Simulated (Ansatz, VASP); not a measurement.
# SnMo: VASP beside Ansatz

One calculation is typed for both programs; each brings its own data sets and cutoff. How far apart do they land? The cell is generated by rule, not measured, and may not be a known phase. The cell is taken from a series of VASP runs on this material, whose earlier steps may have relaxed, scaled or displaced it; both programs get it as it stands.

Calculated with Ansatz 0.2.0; plane waves, with VASP 6.6.1 beside it; band structure at LDA, spin-orbit coupling.

The structure was built from a prototype and need not be the compound's stable phase.

**1. Set-up**

It takes space group Fm-3m (No. 225, cubic). Conventional cell: a = 5.900 Å, b = 5.900 Å, c = 5.900 Å, α = 90.00°, β = 90.00°, γ = 90.00°. Nearest to Mo lie 6 Sn at 2.95 Å. Nearest to Sn lie 6 Mo at 2.95 Å. Farther neighbours are not listed.

As a file:

```xyz
2
Lattice="0.0000 2.9500 2.9500 2.9500 0.0000 2.9500 2.9500 2.9500 0.0000" Properties=species:S:1:pos:R:3 pbc="T T T"
Mo    0.0000    0.0000    0.0000
Sn    2.9500    2.9500    2.9500
```

**2. VASP: band structure, LDA, spin-orbit coupling**

With cell and atoms fixed, the geometry can't cause a difference; cores, projectors, grids and the points listed under the comparison can.

Lines of VASP's logs that name or quote its potential files are left out, and so is its time.

Contents of INCAR:

```
SYSTEM = SnMo
PREC = Accurate
ENCUT = 400
EDIFF = 1E-06
NELM = 100
ISMEAR = 0
SIGMA = 0.02
LREAL = .FALSE.
ALGO = Normal
GGA = CA
LNONCOLLINEAR = .TRUE.
MAGMOM = 0 0 0 0 0 0
NBANDS = 40
GGA_COMPAT = .FALSE.
LASPH = .TRUE.
LSORBIT = .TRUE.
LMAXMIX = 4
LORBIT = 11
LWAVE = .FALSE.
LCHARG = .FALSE.
KPAR = 4
ISIF = 2
```

Contents of POSCAR:

```
SnMo
1.0
    0.0000000000      2.9500000000      2.9500000000
    2.9500000000      0.0000000000      2.9500000000
    2.9500000000      2.9500000000      0.0000000000
Mo Sn
1 1
Direct
    0.0000000000      0.0000000000      0.0000000000
    0.5000000000      0.5000000000      0.5000000000
```

Contents of KPOINTS:

```
Automatic mesh
0
Gamma
8 8 8
0 0 0
```

Contents of KPOINTS_OPT:

```
Line mode
16
Line-mode
Reciprocal
  0.00000000   0.00000000   0.00000000 GAMMA
  0.50000000   0.00000000   0.50000000 X

  0.50000000   0.00000000   0.50000000 X
  0.50000000   0.25000000   0.75000000 W

  0.50000000   0.25000000   0.75000000 W
  0.37500000   0.37500000   0.75000000 K

  0.37500000   0.37500000   0.75000000 K
  0.00000000   0.00000000   0.00000000 GAMMA

  0.00000000   0.00000000   0.00000000 GAMMA
  0.50000000   0.50000000   0.50000000 L

  0.50000000   0.50000000   0.50000000 L
  0.62500000   0.25000000   0.62500000 U

  0.62500000   0.25000000   0.62500000 U
  0.50000000   0.25000000   0.75000000 W

  0.50000000   0.25000000   0.75000000 W
  0.50000000   0.50000000   0.50000000 L

  0.50000000   0.50000000   0.50000000 L
  0.37500000   0.37500000   0.75000000 K

  0.62500000   0.25000000   0.62500000 U
  0.50000000   0.00000000   0.50000000 X
```

Potentials, in the order of the species: Mo_sv and Sn_d (LDA family, release 64).

The run is started by

```console
$ mpirun -np 4 vasp_ncl
```

Numbers of over 12 decimals in the logs are rounded to 6 here.

Log:

```text
[banner, memory and clock lines left out]
running    4 mpi-ranks, on    1 nodes
 distrk:  each k-point on    1 cores,    4 groups
 distr:  one band on    1 cores,    1 groups

 POSCAR found type information on POSCAR MoSn
 POSCAR found :  2 types and       2 ions
 LDA part: xc-table for (Slater(with rela. corr.)+CA(PZ))
 , standard interpolation
 POSCAR, INCAR and KPOINTS ok, starting setup
 FFT: planning ... GRIDC
 FFT: planning ... GRID_SOFT
 FFT: planning ... GRID
 WAVECAR not read
 entering main loop
       N       E                     dE             d eps       ncg     rms          rms(c)
DAV:   1     0.317720907470E+03    0.31772E+03   -0.12072E+04  2600   0.164E+03
DAV:   2     0.190121865029E+02   -0.29871E+03   -0.28973E+03  2368   0.544E+02
DAV:   3    -0.135564151864E+02   -0.32569E+02   -0.31519E+02  2712   0.154E+02
DAV:   4    -0.149165709289E+02   -0.13602E+01   -0.13545E+01  2648   0.343E+01
DAV:   5    -0.149537068491E+02   -0.37136E-01   -0.37129E-01  2904   0.610E+00    0.768E+00
DAV:   6    -0.143360856442E+02    0.61762E+00   -0.52837E+00  2624   0.138E+01    0.344E+00
DAV:   7    -0.140906707348E+02    0.24541E+00   -0.81667E-01  2592   0.814E+00    0.143E+00
DAV:   8    -0.140822900021E+02    0.83807E-02   -0.47795E-02  2864   0.182E+00    0.577E-01
DAV:   9    -0.140816163820E+02    0.67362E-03   -0.27919E-03  2960   0.373E-01    0.235E-01
DAV:  10    -0.140814385105E+02    0.17787E-03   -0.26778E-04  2736   0.205E-01    0.732E-02
DAV:  11    -0.140813963636E+02    0.42147E-04   -0.14565E-04  2968   0.149E-01    0.258E-02
DAV:  12    -0.140813957970E+02    0.56660E-06   -0.73337E-06  2784   0.303E-02
   1 F= -.14081396E+02 E0= -.14080737E+02  d E =-.131782E-02  mag=    -0.0000    -0.0000     0.0000
 Start KPOINTS_OPT (optional k-point list driver)
k-point batch [1-29\160]
       N       E                     dE             ncg
DAV:   1    -0.106903416232E+04   -0.17651E+05     2528
DAV:   2    -0.975209678214E+04   -0.86831E+04     2448
DAV:   3    -0.106633126763E+05   -0.91122E+03     2680
DAV:   4    -0.106999774304E+05   -0.36665E+02     2544
DAV:   5    -0.107010093767E+05   -0.10319E+01     2824
DAV:   6    -0.107010500980E+05   -0.40721E-01     2904
DAV:   7    -0.107010520885E+05   -0.19905E-02     3080
DAV:   8    -0.107010521101E+05   -0.21571E-04     2544
DAV:   9    -0.107010521108E+05   -0.77311E-06     1512
[...]
k-point batch [146-160\160]
       N       E                     dE             ncg
DAV:   1     0.101359641750E+05   -0.13230E+05     1352
DAV:   2     0.568324962455E+04   -0.44527E+04     1312
DAV:   3     0.521784768945E+04   -0.46540E+03     1384
DAV:   4     0.519961998513E+04   -0.18228E+02     1280
DAV:   5     0.519909743864E+04   -0.52255E+00     1448
DAV:   6     0.519907613428E+04   -0.21304E-01     1432
DAV:   7     0.519907519978E+04   -0.93450E-03     1624
DAV:   8     0.519907518906E+04   -0.10714E-04     1264
DAV:   9     0.519907518882E+04   -0.24096E-06      720
```

From OUTCAR (step 2):

```text
ion  position               nearest neighbor table
   1  0.000  0.000  0.000-   2 2.95   2 2.95   2 2.95   2 2.95   2 2.95   2 2.95
   2  0.500  0.500  0.500-   1 2.95   1 2.95   1 2.95   1 2.95   1 2.95   1 2.95

  LATTYP: Found a face centered cubic cell.
 ALAT       =     5.9000000000

 Subroutine GETGRP returns: Found 48 space group operations
 (whereof 48 operations were pure point group operations)

The static configuration has the point symmetry O_h .

 Found     29 irreducible k-points:

   k-points           NKPTS =     29   k-points in BZ     NKDIM =     29   number of bands    NBANDS=     40

   dimension x,y,z NGX =    28 NGY =   28 NGZ =   28
   dimension x,y,z NGXF=    56 NGYF=   56 NGZF=   56

   ENCUT  =  400.0 eV  29.40 Ry    5.42 a.u.   6.80  6.80  6.80*2*pi/ulx,y,z

   NELECT =      28.0000    total number of electrons

 k-points in reciprocal lattice and weights: Automatic mesh
   0.00000000  0.00000000  0.00000000       0.002
   0.12500000  0.00000000  0.00000000       0.016
   0.25000000  0.00000000  0.00000000       0.016
   0.37500000  0.00000000  0.00000000       0.016
   0.50000000  0.00000000  0.00000000       0.008
   0.12500000  0.12500000  0.00000000       0.012
   0.25000000  0.12500000  0.00000000       0.047
   0.37500000  0.12500000  0.00000000       0.047
   0.50000000  0.12500000  0.00000000       0.047
[...]
-0.37500000  0.50000000  0.12500000       0.023
  -0.25000000  0.50000000  0.25000000       0.012

 average (electrostatic) potential at core
       1 -74.8371       2 -99.2276

 E-fermi :   7.0125

 k-point     1 :       0.0000    0.0000    0.0000
  band No.  band energies     occupation
    ...
     26       6.2974      1.00000
     27       6.5520      1.00000
     28       6.5520      1.00000
     29       6.5520      1.00000
     30       6.5520      1.00000
     31       9.1098      0.00000
     32       9.1098      0.00000
     33       9.9021      0.00000
     34       9.9021      0.00000
     35       9.9021      0.00000
    ...

 k-point     2 :       0.1250    0.0000    0.0000
  band No.  band energies     occupation
    ...
     26       6.1030      1.00000
     27       6.3862      1.00000
     28       6.3862      1.00000
     29       6.4492      1.00000
     30       6.4492      1.00000
     31       8.7430      0.00000
     32       8.7430      0.00000
     33      10.0137      0.00000
     34      10.0137      0.00000
     35      10.4118      0.00000
    ...

 k-point     3 :       0.2500    0.0000    0.0000
  band No.  band energies     occupation
    ...
     26       5.4741      1.00000
     27       6.6271      1.00000
     28       6.6271      1.00000
     29       6.6564      1.00000
     30       6.6564      1.00000
     31       7.9253      0.00000
     32       7.9253      0.00000
     33      11.1032      0.00000
     34      11.1032      0.00000
     35      11.4670      0.00000
    ...

  Total       -6.5334125     -6.5334125     -6.5334125      0.0000000      0.0000000      0.0000000
  in kB     -203.8706087   -203.8706087   -203.8706087      0.0000000      0.0000000      0.0000000
  external PRESSURE =    -203.8706087 kB  Pullay stress =       0.0000000 kB

  energy-cutoff  :      400.00
  volume of cell :       51.34
      direct lattice vectors                 reciprocal lattice vectors
     0.000000000  2.950000000  2.950000000    -0.169491525  0.169491525  0.169491525
     2.950000000  0.000000000  2.950000000     0.169491525 -0.169491525  0.169491525
     2.950000000  2.950000000  0.000000000     0.169491525  0.169491525 -0.169491525

 POSITION                                       TOTAL-FORCE (eV/Angst)
 -----------------------------------------------------------------------------------
      0.00000      0.00000      0.00000         0.000000     -0.000000     -0.000000
      2.95000      2.95000      2.95000        -0.000000      0.000000      0.000000
 -----------------------------------------------------------------------------------
    total drift:                                0.000000      0.000000      0.000000

  FREE ENERGIE OF THE ION-ELECTRON SYSTEM (eV)
  ---------------------------------------------------
  free  energy   TOTEN  =       -14.0813957970 eV

  energy  without entropy=      -14.0800779789  energy(sigma->0) =      -14.08073689

 Spin-Orbit-Coupling matrix elements
 Ion:    1  E_soc:     -0.2239888
 Ion:    2  E_soc:     -0.1200731

 total charge
# of ion       s       p       d       tot
------------------------------------------
    1        2.197   6.049   3.881  12.126
    2        1.156   1.166   9.982  12.305
--------------------------------------------------
tot          3.352   7.215  13.863  24.430

 magnetization (x)
# of ion       s       p       d       tot
------------------------------------------
    1       -0.000  -0.000   0.000  -0.000
    2        0.000  -0.000   0.000   0.000
--------------------------------------------------
tot          0.000  -0.000   0.000   0.000

 magnetization (y)
# of ion       s       p       d       tot
------------------------------------------
    1       -0.000   0.000   0.000   0.000
    2        0.000   0.000   0.000   0.000
--------------------------------------------------
tot          0.000   0.000   0.000   0.000

 magnetization (z)
# of ion       s       p       d       tot
------------------------------------------
    1       -0.000   0.000   0.000   0.000
    2       -0.000   0.000   0.000   0.000
--------------------------------------------------
tot         -0.000   0.000   0.000   0.000

[... 3 further parts left out ...]
```

The k-mesh is coarse for a metal.

The run ends at a pressure of -20.39 GPa.

**3. Ansatz: band structure, LDA, spin-orbit coupling**

Ansatz runs on its fully relativistic PAW (standard-fr) files.

The same cell, functional (in two slightly different forms), mesh and smearing now go to Ansatz, which takes its cutoff from its data sets.

Contents of input.yaml:

```yaml
crystal:
  lattice:
    - [0.0, 2.95, 2.95]
    - [2.95, 0.0, 2.95]
    - [2.95, 2.95, 0.0]
  atoms:
    - { symbol: Mo, position: [0.0, 0.0, 0.0] }
    - { symbol: Sn, position: [0.5, 0.5, 0.5] }
hamiltonian:
  xc: lda
  pseudopotentials: { kind: paw_fr }
magnetization:
  noncollinear: true
  spin_orbit: true
kpoints:
  mp_grid: { grid: [8, 8, 8] }
  band_path:
    path:
      - [0.0, 0.0, 0.0]
      - [0.16667, 0.0, 0.16667]
      - [0.33333, 0.0, 0.33333]
      - [0.5, 0.0, 0.5]
      - [0.5, 0.08333, 0.58333]
      - [0.5, 0.18333, 0.68333]
      - [0.5, 0.25, 0.75]
      - [0.45, 0.3, 0.75]
      - [0.40833, 0.34167, 0.75]
      - [0.35, 0.35, 0.7]
      - [0.225, 0.225, 0.45]
      - [0.075, 0.075, 0.15]
      - [0.03333, 0.03333, 0.03333]
      - [0.23333, 0.23333, 0.23333]
      - [0.4, 0.4, 0.4]
      - [0.51667, 0.46667, 0.51667]
      - [0.55833, 0.38333, 0.55833]
      - [0.60833, 0.28333, 0.60833]
      - [0.60833, 0.25, 0.64167]
      - [0.55833, 0.25, 0.69167]
      - [0.51667, 0.25, 0.73333]
      - [0.5, 0.3, 0.7]
      - [0.5, 0.38333, 0.61667]
      - [0.5, 0.48333, 0.51667]
      - [0.475, 0.475, 0.55]
      - [0.425, 0.425, 0.65]
      - [0.38333, 0.38333, 0.73333]
      - [0.59167, 0.18333, 0.59167]
      - [0.55, 0.1, 0.55]
      - [0.5, 0.0, 0.5]
    npoints: 1
scf:
  occupations: { method: gaussian, width: 0.02 }
  n_extra_bands: 14
output:
  forces: true
  stress: true
  eigenvalues: true
  write_density: true
  write_potential: true
  elf: true
  volumetric_format: npy
```

The run is started by

```console
$ ansatz run input.yaml --threads 2 --pin off --max-ram 4608MiB --backend cpu --events-out ev --progress --plain --runs-dir out
```

Log:

```text
scf.n_extra_bands = 14 over 28 filled bands (N_el = 28.0): the run solves 42 bands
Engine: ansatz 0.2.0, aarch64-unknown-linux-gnu
Pseudopotentials: kind: paw_fr
Pseudopotential: Mo, paw_fr, valence charge 14, recommended cutoff 420 eV (normal), Mo.paw.azcp#standard-fr
Pseudopotential: Sn, paw_fr, valence charge 14, recommended cutoff 420 eV (normal), Sn.paw.azcp#standard-fr
Functional definition: SPW92
  exchange = slater_x
  correlation = pw_c
non-collinear run that drives no moment, with spin-orbit: no starting moment large enough to seed its density (crystal.atoms[].spin), no starting occupations that ask for one, no magnetisation constraint and no magnetic field, so the semilocal B_xc is pinned to zero
Crystal: 2 atoms, lattice volume = 51.345 Å³
Basis set: ecut = 420 eV, 965 PW (Γ)
Bands: 42, of which v1, the nominal top of the filled ones, is band 28 counted from 1 (27 counted from 0)
Symmetry: 48 space group operations + 48 with time reversal
Magnetic group: BNS 225.117 (UNI 1619), of the structure as read, at distance tolerance 3.7e-5 Å
k-points: 29 of 512
Projection manifold: j_resolved (fully-relativistic pseudo-atomic orbitals)
Non-local potential: Mo, projectors of the file, l = 0: 3, l = 1: 4, l = 2: 4, l = 3: 2
Non-local potential: Sn, projectors of the file, l = 0: 2, l = 1: 4, l = 2: 4, l = 3: 4
PAW form: soft (Blöchl's): semilocal exchange-correlation on the pseudo side does not see the compensation charge
PAW frozen core: Mo, regenerated for the run's functional, and the local potential with it (the file was generated under x = pbe(κ = 0.804, μ = 0.219515), c = pbe(β = 0.066725))
PAW frozen core: Sn, regenerated for the run's functional, and the local potential with it (the file was generated under x = pbe(κ = 0.804, μ = 0.219515), c = pbe(β = 0.066725))
PAW one-centre angular grid: Mo, 590 points (default); XC on 64 Gauss nodes
PAW one-centre angular grid: Sn, 590 points (default); XC on 64 Gauss nodes
Initial density: superposition of atomic densities (chi_scale 0.1, normalization cell, long waves kept (reshape's long-wave potential 0.00 eV rms))
Initial wavefunctions: pseudopotential atomic-orbital guess
Functional: x = slater, c = lda
SCF iter   1: F=—  HF=-10724.291350 eV  |F-HF|=—  |Δ(HF+E_count)|=         —  Δρ=8.42e-2  dr2=7.14e0  dr2_m=0.00e0 (ungated)  ethr=3.10e-3  |M|=0.00e0 ∫|m|=0.00e0 μB  |m|>n=0.0e0 m-floor=0.0e0 τ_xc=0.0e0  β_m=0.30  ⟨swp⟩=7.6  Hψ=3107  notcnv=0  defer=32
preconditioner: auto → Kerker (q_TF=auto, 2.466 Å⁻¹)  [metal: Δε(μ)=0.005 eV  Ē_g=16.682 eV  σ=0.020 eV  W_gap=0.14  n_scr=14 (ndim 8)  ℏωp=23.2 eV  f_vac=0.000  D(μ)=8.73/eV (n_scr^D=168)]
spin=Noncollinear: Kerker preconditioning applied to the charge; magnetization (m_x, m_y, m_z) channels mix plain (no charge-response kernel on spin).
SCF iter   2: F=—  HF=-10723.143876 eV  |F-HF|=—  |Δ(HF+E_count)|=    1.15e0  Δρ=4.15e-2  dr2=1.68e0  dr2_m=0.00e0 (ungated)  ethr=3.10e-3  |M|=0.00e0 ∫|m|=0.00e0 μB  |m|>n=0.0e0 m-floor=0.0e0 τ_xc=0.0e0  β_m=0.44  ⟨swp⟩=2.4  Hψ=1030  notcnv=0  defer=186
SCF iter   3: F=—  HF=-10722.840962 eV  |F-HF|=—  |Δ(HF+E_count)|=   3.03e-1  Δρ=1.12e-2  dr2=4.68e-2  dr2_m=0.00e0 (ungated)  ethr=3.10e-3  |M|=0.00e0 ∫|m|=0.00e0 μB  |m|>n=0.0e0 m-floor=0.0e0 τ_xc=0.0e0  β_m=0.72  ⟨swp⟩=2.0  Hψ=739  notcnv=0  defer=186
SCF iter   4: F=—  HF=-10722.849099 eV  |F-HF|=—  |Δ(HF+E_count)|=   8.14e-3  Δρ=8.60e-3  dr2=7.30e-2  dr2_m=0.00e0 (ungated)  ethr=1.67e-4  |M|=0.00e0 ∫|m|=0.00e0 μB  |m|>n=0.0e0 m-floor=0.0e0 τ_xc=0.0e0  β_m=0.72  ⟨swp⟩=2.4  Hψ=1228  notcnv=0  defer=166
SCF iter   5: F=—  HF=-10722.836255 eV  |F-HF|=—  |Δ(HF+E_count)|=   1.28e-2  Δρ=4.81e-4  dr2=1.14e-4  dr2_m=0.00e0 (ungated)  ethr=1.67e-4  |M|=0.00e0 ∫|m|=0.00e0 μB  |m|>n=0.0e0 m-floor=0.0e0 τ_xc=0.0e0  β_m=0.86  ⟨swp⟩=2.0  Hψ=752  notcnv=0  defer=166
SCF iter   6: F=—  HF=-10722.836271 eV  |F-HF|=—  |Δ(HF+E_count)|=   1.61e-5  Δρ=2.23e-4  dr2=4.26e-5  dr2_m=0.00e0 (ungated)  ethr=4.07e-7  |M|=0.00e0 ∫|m|=0.00e0 μB  |m|>n=0.0e0 m-floor=0.0e0 τ_xc=0.0e0  β_m=0.93  ⟨swp⟩=2.1  Hψ=903  notcnv=0  defer=166
SCF iter   7: F=—  HF=-10722.836264 eV  |F-HF|=—  |Δ(HF+E_count)|=   7.40e-6  Δρ=5.24e-5  dr2=2.27e-6  dr2_m=0.00e0 (ungated)  ethr=1.52e-7  |M|=0.00e0 ∫|m|=0.00e0 μB  |m|>n=0.0e0 m-floor=0.0e0 τ_xc=0.0e0  β_m=0.96  ⟨swp⟩=2.1  Hψ=671  notcnv=0  defer=166
SCF iter   8: F=-10722.836263 eV  HF=-10722.836263 eV  |F-HF|=7.06e-8  |Δ(HF+E_count)|=   4.54e-7  Δρ=1.13e-5  dr2=8.74e-8  dr2_m=0.00e0 (ungated)  ethr=3.57e-10  |M|=0.00e0 ∫|m|=0.00e0 μB  |m|>n=0.0e0 m-floor=0.0e0 τ_xc=0.0e0  ⟨swp⟩=14.9  Hψ=4357  notcnv=0
SCF 1 converged in 8 iterations: F = -10722.836263 eV  dr2 = 8.74e-8
  greatest PAW one-centre occupation: 0.999 electrons in one spin orbital (limit 2), on the Mo atom at site 0 (counted from 0), in its partial waves of l = 0
NSCF: frozen V_eff on 30 k-points
SCF converged after 8 iterations
Magnetization: |M| = 0.0000 μB,  M = (+0.0000, +0.0000, +0.0000) μB
Absolute magnetization: 0.0000 μB (∫|m|)
  site 0: m = (+0.0000, +0.0000, +0.0000) μB, |m| = 0.0000 μB  (R = 1.22 Å)
  site 1: m = (+0.0000, +0.0000, +0.0000) μB, |m| = 0.0000 μB  (R = 1.22 Å)
Free energy (F): -10722.836263 eV
Harris-Foulkes:  -10722.836263 eV  (|F-HF|=7.06e-8)
Internal energy: -10722.834902 eV  (E = F + TS)
E sigma→0 (E₀):  -10722.835583 eV
Entropy (-TS):   -0.001361 eV (-0.681 meV/atom)
Fermi energy:    10.994586 eV
--- Per-component energies (eV) ---
  E_band       = -261.653026
  E_kinetic    = 622.819454
  E_local      = -2037.097194  (includes V_loc(G=0)·N_el)
  E_nonlocal   = 122.521433
  E_hartree    = 928.208218
  E_xc         = -555.950913
  E_vxc        = -320.054027  (∫ρ·V_xc dr)
  E_paw        = -7089.736934  (= ΣΔE_a)
  E_vpaw       = -506.263063  (= ΣTr[D̂ρ^β])
  E_aug_tail   = 0.000041  (compensation charges beyond the density's cutoff)
  E_ewald      = -2714.505509
  E_core_change = 0.906503  (= ΣΔE_core)
  E_smearing   = -0.001361  (= −TS)
  E_closure    = 0.000000  (closes the sum)
  Σ components = -10722.836263   (vs F -10722.836263, Δ=0.00e0)
--- Forces (eV/Å), atoms counted from 1 ---
  atom   1  Mo    -0.00000000     0.00000000    -0.00000000
  atom   2  Sn     0.00000000     0.00000000     0.00000000
  max |Σ_I F_I| component: 6.22e-29 eV/Å
--- Stress (GPa, compression-positive) ---
      -20.326906       0.000000       0.000000
        0.000000     -20.326906      -0.000000
        0.000000      -0.000000     -20.326906
  P = ⅓ Tr σ = -20.3269 GPa (-203.269 kbar)
--- Band table (eV; the first three rows and the last of 29) ---
  k-point 0: bands = [... 24 lower, 10.2821, 10.2821, 10.5358, 10.5358, 10.5358, 10.5358, 13.0679, 13.0679, ... 10 higher]
  k-point 1: bands = [... 24 lower, 10.0856, 10.0856, 10.3697, 10.3697, 10.4333, 10.4333, 12.7088, 12.7088, ... 10 higher]
  k-point 2: bands = [... 24 lower, 9.4583, 9.4583, 10.6103, 10.6103, 10.6399, 10.6399, 11.8975, 11.8975, ... 10 higher]
  k-point 28: bands = [... 24 lower, 8.7003, 8.7003, 11.3700, 11.3700, 11.5431, 11.5431, 11.6768, 11.6768, ... 10 higher]
```

Elapsed: 11 s, on 2 threads of Arm Neoverse V1, shared host; peak memory 0.5 GiB.

The column dr2 measures how far the density is from self-consistency, as an energy; F and HF (Harris–Foulkes) agree once it is small.

**4. Comparison**

Known differences besides the potentials themselves: spin-orbit coupling enters by fully relativistic files in Ansatz and inside the spheres in VASP; the two LDA forms differ slightly; the cutoff is 420 eV in Ansatz and 400 eV in VASP; VASP's log shows a relativistic correction to its local exchange, Ansatz's none. Total energies have different zeros and are not compared.

The two programs side by side:

```csv
quantity,Ansatz,VASP,difference
pressure (GPa),-20.33,-20.39,+0.06
```

Levels from 3 eV below to 2 eV above the Fermi level differ by 5 meV r.m.s. and 18 meV at most; each VASP level is matched to the nearest of Ansatz, which flatters the figure a little. Ansatz's pressure holds a Pulay correction of 0.02 GPa; VASP's holds none.

**5. What came out**

```json
{
 "r.m.s. difference of levels near the Fermi level (band structure, LDA, spin-orbit coupling)": "4.7 meV"
}
```

In words: The r.m.s. difference of levels near the Fermi level is 4.7 meV (band structure, LDA, spin-orbit coupling), within the 80 meV picked in this series as the mark of a large difference. Such differences can come from data sets, numerical settings and the points named under the comparisons, not from the functional's error against experiment.

[Lines on the potential files, build, host, timing and source positions are cut from VASP's logs without a mark.]

[Logs are printed without paths, hosts, clocks, repeated set-up lines and the standing remarks that a program may print on its own settings, such as how far it seeks lower states.]

[Hosts, paths, dates, database ids (printed as entryN), source tags and the programs' standing remarks are cut or masked in the printed files.]
